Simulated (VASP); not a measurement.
# GW on BP: a test of the settings, part 2 of 2

How far does the GW correction to the gap of BP depend on the settings? The starting structure is a measured crystal structure from the Crystallography Open Database. Cell and atoms stay as given.

VASP 6.6.1.

Results so far: G0W0 (response cutoff 100 eV, 4×4×4 mesh) 1.81 eV; G0W0 (response cutoff 160 eV, 4×4×4 mesh) 1.93 eV; G0W0 (response cutoff 240 eV, 4×4×4 mesh) 1.99 eV.

## 5. GW0 with iterated eigenvalues (response cutoff 160 eV, 4×4×4 mesh)

Level of this step: evGW0 on LDA; plane waves and PAW (P_GW, B_GW) (VASP).

It reads the orbitals and their derivatives (WAVECAR and WAVEDER) of a run with the empty bands, which follows a ground-state run; neither is shown.

Contents of INCAR:

```
SYSTEM = BP
PREC = Accurate
ENCUT = 340
ISMEAR = 0
SIGMA = 0.01
LREAL = .FALSE.
GGA = CA
NBANDS = 108
ALGO = EVGW0
NELMGW = 4
ENCUTGW = 160
NOMEGA = 40
PRECFOCK = Fast
NBANDSGW = 12
LWAVE = .FALSE.
LCHARG = .FALSE.
```

Contents of POSCAR:

```
BP
1.0
    0.0000000000      2.2690000000      2.2690000000
    2.2690000000      0.0000000000      2.2690000000
    2.2690000000      2.2690000000      0.0000000000
P B
1 1
Direct
    0.7500000000      0.7500000000      0.7500000000
    0.0000000000      0.0000000000      0.0000000000
```

Contents of KPOINTS:

```
Automatic mesh
0
Gamma
4 4 4
0 0 0
```

The projector-augmented-wave data sets are P_GW and B_GW (LDA family, release 64).

On the command line:

```bash
$ mpirun -np 4 vasp_std
```

The program printed:

```text
[banner, memory and clock lines left out]
running    4 mpi-ranks, on    1 nodes
[...]
[... a notice as in an earlier step ...]

 LDA part: xc-table for (Slater(with rela. corr.)+CA(PZ))
 , standard interpolation
 found WAVECAR, reading the header
 POSCAR, INCAR and KPOINTS ok, starting setup
[...]
reading WAVECAR
 the WAVECAR file was read successfully
 initial charge from wavefunction
 available memory per node:     72.71 GB, setting MAXMEM to     74451

 The Fermi energy was updated, please check that it is located mid-gap
 values below the HOMO (VB) or above the LUMO (CB) will cause erroneous energies
 E-fermi :   7.7273

 calculate exact exchange contribution
 the WAVEDER file was read successfully
energies w=
    0.000    0.000    0.555    0.000    1.106    0.000    1.651    0.000
    2.187    0.000    2.713    0.000    3.227    0.000    3.729    0.000
    4.220    0.000    4.701    0.000    5.174    0.000    5.640    0.000
[...]
total number of BLAS operations         32.72 Gflops
NQ=   4    0.2500    0.2500    0.0000,
|.........|.........|.........|.........|.........|.........|.........|.........
 performed        490000 updates of chi_q(r,r)
 total number of BLAS operations         44.68 Gflops
NQ=   5    0.5000    0.2500    0.0000,
|.........|.........|.........|.........|.........|.........|.........|.........
 performed        693000 updates of chi_q(r,r)
 total number of BLAS operations         63.68 Gflops
NQ=   6   -0.2500    0.2500    0.0000,
|.........|.........|.........|.........|.........|.........|.........|.........
 performed        875000 updates of chi_q(r,r)
 total number of BLAS operations         80.43 Gflops
NQ=   7    0.5000    0.5000    0.0000,
|.........|.........|.........|.........|.........|.........|.........|.........
 performed        985000 updates of chi_q(r,r)
 total number of BLAS operations         90.72 Gflops
NQ=   8   -0.2500    0.5000    0.2500,
|.........|.........|.........|.........|.........|.........|.........|.........
 performed       1126000 updates of chi_q(r,r)
 total number of BLAS operations        103.91 Gflops
 resolving degeneracies of screened two electron integrals

 calculate QP shifts <psi_nk| G(iteration)W_0 |psi_nk>: iteration 4
 entering main loop
```

Wall time 37 s (4 MPI ranks of AMD EPYC 9R14 (Zen 4), shared host); peak memory 0.44 GiB.

From OUTCAR (step 5):

```text
 QP shifts <psi_nk| G(iteration)W_0 |psi_nk>: iteration 2
 k-point   1 :       0.0000    0.0000    0.0000
  band No. old QP-enery  QP-energies   sigma(KS)   T+V_ion+V_H  V^pw_x(r,r')   Z            occupation Imag(sigma)
      1      -9.1304      -9.3221     -13.2285       3.8312     -20.4191       0.7182       2.0000       1.4902
      2       6.6841       6.6307     -13.9577      20.5740     -15.1993       0.7882       2.0000       0.0937
      3       6.6841       6.6307     -13.9577      20.5740     -15.1993       0.7882       2.0000       0.0937
      4       6.6841       6.6307     -13.9577      20.5740     -15.1993       0.7882       2.0000       0.0937
      5      10.9551      11.0203     -11.7108      22.7491      -6.9596       0.7827       0.0000      -0.0965
      6      10.9551      11.0203     -11.7108      22.7491      -6.9596       0.7827       0.0000      -0.0965
      7      10.9551      11.0203     -11.7108      22.7491      -6.9596       0.7827       0.0000      -0.0965
      8      14.9038      14.9928     -12.3115      27.3324      -6.0501       0.7603       0.0000      -0.2029
    ...

 QP shifts <psi_nk| G(iteration)W_0 |psi_nk>: iteration 3
 k-point   1 :       0.0000    0.0000    0.0000
  band No. old QP-enery  QP-energies   sigma(KS)   T+V_ion+V_H  V^pw_x(r,r')   Z            occupation Imag(sigma)
      1      -9.3221      -9.3674     -13.2163       3.8312     -20.4191       0.7190       2.0000       1.5024
      2       6.6307       6.6225     -13.9537      20.5740     -15.1993       0.7887       2.0000       0.0939
      3       6.6307       6.6225     -13.9537      20.5740     -15.1993       0.7887       2.0000       0.0939
      4       6.6307       6.6225     -13.9537      20.5740     -15.1993       0.7887       2.0000       0.0939
      5      11.0203      11.0292     -11.7175      22.7491      -6.9596       0.7830       0.0000      -0.0969
      6      11.0203      11.0292     -11.7175      22.7491      -6.9596       0.7830       0.0000      -0.0969
      7      11.0203      11.0292     -11.7175      22.7491      -6.9596       0.7830       0.0000      -0.0969
      8      14.9928      15.0085     -12.3189      27.3324      -6.0501       0.7601       0.0000      -0.2040
    ...

 QP shifts <psi_nk| G(iteration)W_0 |psi_nk>: iteration 4
 k-point   1 :       0.0000    0.0000    0.0000
  band No. old QP-enery  QP-energies   sigma(KS)   T+V_ion+V_H  V^pw_x(r,r')   Z            occupation Imag(sigma)
      1      -9.3674      -9.3775     -13.2127       3.8312     -20.4191       0.7177       2.0000       1.5063
      2       6.6225       6.6211     -13.9533      20.5740     -15.1993       0.7888       2.0000       0.0939
      3       6.6225       6.6211     -13.9533      20.5740     -15.1993       0.7888       2.0000       0.0939
      4       6.6225       6.6211     -13.9533      20.5740     -15.1993       0.7888       2.0000       0.0939
      5      11.0292      11.0304     -11.7184      22.7491      -6.9596       0.7831       0.0000      -0.0969
      6      11.0292      11.0304     -11.7184      22.7491      -6.9596       0.7831       0.0000      -0.0969
      7      11.0292      11.0304     -11.7184      22.7491      -6.9596       0.7831       0.0000      -0.0969
      8      15.0085      15.0112     -12.3204      27.3324      -6.0501       0.7601       0.0000      -0.2043
    ...

[... 3 parts as in an earlier step ...]

[... 1 further part left out ...]
[key lines of the parts left out:]
E-fermi :   7.7273
```

GW0 with iterated eigenvalues (response cutoff 160 eV, 4×4×4 mesh): the quasiparticle gap on this mesh is 2.038 eV, +0.769 eV from the LDA gap on the same points, with 108 bands.

## 6. G0W0 (response cutoff 100 eV, 6×6×6 mesh)

It reads the orbitals and their derivatives (WAVECAR and WAVEDER) of a run with the empty bands, which follows a ground-state run; neither is shown.

INCAR: that of step 5 with these lines changed.

```diff
@@ -7,6 +7,6 @@
 GGA = CA
-NBANDS = 108
+NBANDS = 56
 ALGO = EVGW0
-NELMGW = 4
-ENCUTGW = 160
+NELMGW = 1
+ENCUTGW = 100
 NOMEGA = 40
```

POSCAR is that of step 5.

Contents of KPOINTS:

```
Automatic mesh
0
Gamma
6 6 6
0 0 0
```

On the command line:

```bash
$ mpirun -np 4 vasp_std
```

The program printed:

```text
[banner, memory and clock lines left out]
running    4 mpi-ranks, on    1 nodes
[...]
[... a notice as in an earlier step ...]

 LDA part: xc-table for (Slater(with rela. corr.)+CA(PZ))
 , standard interpolation
 found WAVECAR, reading the header
 POSCAR, INCAR and KPOINTS ok, starting setup
[...]
reading WAVECAR
 the WAVECAR file was read successfully
 initial charge from wavefunction
 available memory per node:     72.44 GB, setting MAXMEM to     74176

 The Fermi energy was updated, please check that it is located mid-gap
 values below the HOMO (VB) or above the LUMO (CB) will cause erroneous energies
 E-fermi :   7.7046

 calculate exact exchange contribution
 the WAVEDER file was read successfully
energies w=
    0.000    0.000    0.556    0.000    1.109    0.000    1.655    0.000
    2.193    0.000    2.720    0.000    3.235    0.000    3.739    0.000
    4.231    0.000    4.714    0.000    5.188    0.000    5.655    0.000
[...]
total number of BLAS operations         62.68 Gflops
NQ=  12   -0.3333    0.3333    0.0000,
|.........|.........|.........|.........|.........|.........|.........|.........
 performed       2911000 updates of chi_q(r,r)
 total number of BLAS operations         68.64 Gflops
NQ=  13    0.5000    0.5000    0.0000,
|.........|.........|.........|.........|.........|.........|.........|.........
 performed       3062000 updates of chi_q(r,r)
 total number of BLAS operations         71.43 Gflops
NQ=  14    0.5000    0.3333    0.1667,
|.........|.........|.........|.........|.........|.........|.........|.........
 performed       3420000 updates of chi_q(r,r)
 total number of BLAS operations         79.19 Gflops
NQ=  15   -0.3333    0.3333    0.1667,
|.........|.........|.........|.........|.........|.........|.........|.........
 performed       3757000 updates of chi_q(r,r)
 total number of BLAS operations         87.65 Gflops
NQ=  16   -0.3333    0.5000    0.1667,
|.........|.........|.........|.........|.........|.........|.........|.........
 performed       4033000 updates of chi_q(r,r)
 total number of BLAS operations         94.10 Gflops
 resolving degeneracies of screened two electron integrals

 calculate QP shifts <psi_nk| G(iteration)W_0 |psi_nk>: iteration 1
 entering main loop
```

The job ended after 34 s (4 MPI ranks; peak memory 0.51 GiB; 1.9 min of CPU time).

OUTCAR, selected parts (step 6):

```text
 QP shifts <psi_nk| G(iteration)W_0 |psi_nk>: iteration 1
 for sc-GW calculations column KS-energies equals QP-energies in previous step
 and V_xc(KS)=  KS-energies - (<T + V_ion + V_H > + <T+V_H+V_ion>^1  + <V_x>^1)
 k-point   1 :       0.0000    0.0000    0.0000
  band No.  KS-energies  QP-energies   sigma(KS)   V_xc(KS)     V^pw_x(r,r')   Z            occupation Imag(sigma)
      1      -8.3373      -8.9599     -13.0392     -12.1525     -20.4427       0.7022       2.0000       1.4806
      2       7.0576       6.9284     -13.6383     -13.4739     -14.8873       0.7856       2.0000       0.0910
      3       7.0576       6.9284     -13.6383     -13.4739     -14.8873       0.7856       2.0000       0.0910
      4       7.0576       6.9284     -13.6383     -13.4739     -14.8873       0.7856       2.0000       0.0910
      5      10.4310      11.1491     -11.3880     -12.3052      -7.1447       0.7830       0.0000      -0.0907
      6      10.4310      11.1491     -11.3880     -12.3052      -7.1447       0.7830       0.0000      -0.0907
      7      10.4310      11.1491     -11.3880     -12.3052      -7.1447       0.7830       0.0000      -0.0907
      8      14.4265      15.1279     -11.9504     -12.8812      -6.1965       0.7536       0.0000      -0.2130
    ...

[... 1 part as in an earlier step ...]

[... 2 further parts left out ...]
[key lines of the parts left out:]
E-fermi :   7.7046
```

G0W0 (response cutoff 100 eV, 6×6×6 mesh): the quasiparticle gap on this mesh is 1.861 eV, +0.567 eV from the LDA gap on the same points, with 56 bands.

## 7. Comparison

| run | LDA gap on the mesh (eV) | GW gap (eV) | correction (eV) | bands |
| --- | --- | --- | --- | --- |
| G0W0 (response cutoff 100 eV, 4×4×4 mesh) | 1.269 | 1.81 | 0.541 | 56 |
| G0W0 (response cutoff 160 eV, 4×4×4 mesh) | 1.269 | 1.932 | 0.662 | 108 |
| G0W0 (response cutoff 240 eV, 4×4×4 mesh) | 1.269 | 1.992 | 0.723 | 200 |
| GW0 with iterated eigenvalues (response cutoff 160 eV, 4×4×4 mesh) | 1.269 | 2.038 | 0.769 | 108 |
| G0W0 (response cutoff 100 eV, 6×6×6 mesh) | 1.294 | 1.861 | 0.567 | 56 |

## 8. Summary of results

| Property | Result |
| --- | --- |
| gap, G0W0 (response cutoff 100 eV, 4×4×4 mesh) | 1.810 eV |
| gap, G0W0 (response cutoff 160 eV, 4×4×4 mesh) | 1.932 eV |
| gap, G0W0 (response cutoff 240 eV, 4×4×4 mesh) | 1.992 eV |
| gap, GW0 with iterated eigenvalues (response cutoff 160 eV, 4×4×4 mesh) | 2.038 eV |
| gap, G0W0 (response cutoff 100 eV, 6×6×6 mesh) | 1.861 eV |

The correction to the LDA gap of BP is +0.541 eV at a response cutoff of 100 eV, +0.662 eV at a response cutoff of 160 eV, +0.723 eV at a response cutoff of 240 eV. The number of bands rises with the cutoff. On a 6×6×6 mesh in place of 4×4×4 the correction is +0.567 eV against +0.541 eV. The quasiparticle gap is indirect in all runs, and the LDA gap on the same mesh may lie between other points, in which case the correction mixes two transitions. Iterating the eigenvalues in G raises the gap by +0.106 eV. From a response cutoff of 160 to 240 eV the correction still moves by +0.060 eV, so cutoff and bands aren't shown to be converged. The LDA gap along the bands, from another run on this structure, is 1.196 eV. On the 4×4×4 mesh it is 1.269 eV, so this mesh misses the band edges. On the 6×6×6 mesh it is 1.294 eV, so this mesh misses the band edges. Further runs on this material are not shown.

[Lines on the potential files, build, host, timing and source positions are cut from VASP's logs without a mark.]

[Logs are printed without paths, hosts, clocks, repeated set-up lines and the standing remarks that a program may print on its own settings, such as how far it seeks lower states.]

[Hosts, paths, dates, database ids (printed as entryN), source tags and the programs' standing remarks are cut or masked in the printed files.]
